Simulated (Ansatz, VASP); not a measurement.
# SnO in two plane-wave programs, part 2 of 2

Aim: how closely do two programs agree when they are given the same cell, functional and k mesh? Of the first pair: The structure shown is the start of the Ansatz relaxation below; VASP solves that cell, so the two are compared at the walk's first step.

VASP 6.6.1 and Ansatz 0.2.0.

So far. Step 4 (Comparison): The forces differ by 42 meV/Å r.m.s., which is 1.1 % of the r.m.s. force of 3.754 eV/Å (both taken over all components). With vacuum in the cell, a pressure given here is an average over mostly empty space and none of the material.

## 5. Ansatz: relaxation, PBEsol with D3(BJ)

Level of this step: Ansatz beside VASP: Kohn-Sham DFT, plane waves, PBEsol with D3(BJ) (Ansatz).

This run makes the geometry at which the two programs are then compared.

The structure compared here is the end of the Ansatz relaxation.

Contents of input.yaml:

```yaml
crystal:
  lattice:
    - [3.798631332, 0.0, 0.0]
    - [0.507972433, 3.764513781, 0.0]
    - [0.0, 0.0, 17.73552]
  atoms:
    - { symbol: Sn, position: [0.0, 0.0, 0.577119814] }
    - { symbol: O, position: [0.93, 0.57, 0.501880971] }
    - { symbol: O, position: [0.57, 0.93, 0.501880971] }
    - { symbol: Sn, position: [0.559, 0.559, 0.422880186] }
kpoints:
  mp_grid: { grid: [6, 6, 1] }
scf:
  occupations: { method: fermi_dirac, width: 0.02 }
  n_extra_bands: 8
hamiltonian:
  xc: pbesol
  pseudopotentials: { kind: paw }
  dispersion: d3bj
output:
  forces: true
  write_potential: true
  volumetric_format: []
relax:
  f_tol: 0.03
  max_steps: 45
  cell: { fix: [c, alpha, beta] }
```

On the command line:

```
ansatz run input.yaml --threads 8 --pin off --max-ram 14336MiB --backend cpu --events-out ev --progress --plain --runs-dir out
```

Numbers of over 12 decimals in the logs are rounded to 6 here.

The log of the run:

```text
[...]
Crystal: 4 atoms, lattice volume = 253.618 Å³
Basis set: ecut = 420 eV, 4975 PW (Γ), exchange–correlation on 54×54×240 points (8 copies of the dense FFT grid, shifted against one another)
Bands: 28, of which v1, the nominal top of the filled ones, is band 20 counted from 1 (19 counted from 0)
Symmetry: 2 space group operations
[...]
k-points: 13 of 36 (time reversal used)
[...]
--- Relaxed structure (6 steps of the walk, 6 accepted, 2 SCFs on fresh bases) ---
[...]
cell:  # Å, volume = 250.5652 Å³
    - [3.750265, -0.251765, 0]
    - [0.252001, 3.750250, 0]
    - [0, 0, 17.73552]
  atoms:
    - { symbol: Sn, position: [0.014759, 0.014759, 0.567431] }
    - { symbol: O, position: [1.014746, 0.514752, 0.500941] }
    - { symbol: O, position: [0.514752, 1.014746, 0.500941] }
    - { symbol: Sn, position: [0.514743, 0.514743, 0.434450] }
[key lines of the parts left out:]
SCF converged after 6 iterations
Free energy (F): -13021.538403 eV
Fermi energy:    -0.035649 eV
P = ⅓ Tr σ = 0.0027 GPa (0.027 kbar)
```

## 6. VASP: single point, PBEsol with D3(BJ), relaxed cell, pair 2

The same cell, functional, mesh and smearing now go to VASP, with its own data sets.

Contents of INCAR:

```
SYSTEM = SnO
PREC = Accurate
ENCUT = 600
EDIFF = 1E-06
NELM = 120
ISMEAR = -1
SIGMA = 0.02
LREAL = .FALSE.
ALGO = Normal
GGA = PS
IVDW = 12
NBANDS = 26
LORBIT = 11
LWAVE = .FALSE.
LCHARG = .FALSE.
ISIF = 2
LASPH = .TRUE.
GGA_COMPAT = .FALSE.
EFERMI = MIDGAP
```

Contents of POSCAR:

```
SnO
1.0
    3.7502654188     -0.2517648506      0.0000000000
    0.2520010803      3.7502495526      0.0000000000
    0.0000000000      0.0000000000     17.7355200000
Sn O
2 2
Direct
    0.0147670360      0.0147511350      0.5674306902
    0.5147670360      0.5147511350      0.4344499370
    0.0147670360      0.5147511350      0.5009403136
    0.5147670360      0.0147511350      0.5009403136
```

Contents of KPOINTS:

```
Automatic mesh
0
Gamma
6 6 1
0 0 0
```

PAW data sets: Sn_d and O (PBE family, release 64).

On the command line:

```
mpirun -np 1 vasp_std
```

The log of the run:

```text
[banner, memory and clock lines left out]
running    1 mpi-ranks, on    1 nodes
[...]
[... a notice as in an earlier step ...]

 LDA part: xc-table for (Slater+PW92), standard interpolation
 POSCAR, INCAR and KPOINTS ok, starting setup
[...]
entering main loop
       N       E                     dE             d eps       ncg     rms          rms(c)
DAV:   1     0.400187649096E+03    0.40019E+03   -0.20397E+04   732   0.162E+03
DAV:   2     0.416832589684E+02   -0.35850E+03   -0.34901E+03   814   0.379E+02
DAV:   3    -0.245116703675E+02   -0.66195E+02   -0.65776E+02   904   0.176E+02
DAV:   4    -0.274546661249E+02   -0.29430E+01   -0.29319E+01   818   0.417E+01
[...]
DAV:  20    -0.238837188663E+02   -0.73007E-05   -0.11307E-06   580   0.101E-02    0.418E-04
DAV:  21    -0.238837199944E+02   -0.11281E-05   -0.29072E-07   546   0.372E-03    0.773E-04
DAV:  22    -0.238837202606E+02   -0.26621E-06   -0.48385E-08   540   0.235E-03
   1 F= -.24331545E+02 E0= -.24331545E+02  d E =0.000000E+00
```

From OUTCAR (step 6):

```text
 Edisp (eV)   -0.44782

  Total       0.09632     0.09694     0.11918    -0.00229     0.00000     0.00000
  in kB       0.61590     0.61985     0.76208    -0.01463     0.00000     0.00000
  external pressure =        0.67 kB  Pullay stress =        0.00 kB

 POSITION                                       TOTAL-FORCE (eV/Angst)
 -----------------------------------------------------------------------------------
      0.05910      0.05160     10.06368        -0.000000      0.000000      0.090391
      2.06023      1.80084      7.70520         0.000000     -0.000000     -0.090391
      0.18510      1.92673      8.88444        -0.000000     -0.000000      0.000000
      1.93423     -0.07428      8.88444         0.000000      0.000000      0.000000
 -----------------------------------------------------------------------------------
    total drift:                                0.000125      0.000110     -0.000087

  FREE ENERGIE OF THE ION-ELECTRON SYSTEM (eV)
  ---------------------------------------------------
  free  energy   TOTEN  =       -24.3315450309 eV

  energy  without entropy=      -24.3315450309  energy(sigma->0) =      -24.33154503

[... 1 part as in an earlier step ...]

[... 2 further parts left out ...]
[key lines of the parts left out:]
E-fermi :  -0.8245
```

## 7. Side by side

What differs besides the data sets and the points named for the pairs above, as far as they apply: the cutoff is 420 eV in Ansatz and 600 eV in VASP; Ansatz's pressure holds a Pulay correction, VASP's none. Total energies have different zeros and are not compared.

Compared:

```tsv
quantity	Ansatz	VASP	difference
pressure (GPa)	0.00	0.07	-0.06
gap on the k mesh (eV)	3.071	3.059	+0.012
```

Forces (eV/Å; atoms numbered as in POSCAR):

```tsv
atom	Ansatz x, y, z	VASP x, y, z
Sn1	0.000, 0.000, -0.004	0.000, 0.000, 0.090
Sn2	0.000, 0.000, 0.004	0.000, 0.000, -0.090
O3	0.000, 0.000, 0.000	0.000, 0.000, 0.000
O4	0.000, 0.000, 0.000	0.000, 0.000, 0.000
```

The forces differ by 38 meV/Å r.m.s., where the r.m.s. force is 0.001 eV/Å in Ansatz and 0.037 eV/Å in VASP: the atoms lie near their places of rest in Ansatz, so a percentage would say little (all taken over all components). A gap on the mesh is an upper bound, since the band edges may lie between its points. With vacuum in the cell, a pressure given here is an average over mostly empty space and none of the material.

## 8. Outcome

* r.m.s. force difference (single point, PBEsol with D3(BJ), start cell, pair 1): 1.1 % of the r.m.s. force
* r.m.s. force difference (single point, PBEsol with D3(BJ), relaxed cell, pair 2): 38 meV/Å

In words: The r.m.s. force difference is 38 meV/Å (single point, PBEsol with D3(BJ), relaxed cell, pair 2), beyond the 12 meV/Å picked in this series as the mark of a large difference. What causes the difference of the single point, PBEsol with D3(BJ), relaxed cell, pair 2 pair stays open here. Such differences can come from data sets, numerical settings and the points named under the comparisons, not from the functional's error against experiment.

[Lines on the potential files, build, host, timing and source positions are cut from VASP's logs without a mark.]

[Logs are printed without paths, hosts, clocks, repeated set-up lines and the standing remarks that a program may print on its own settings, such as how far it seeks lower states.]

[Hosts, paths, dates, database ids (printed as entryN), source tags and the programs' standing remarks are cut or masked in the printed files.]
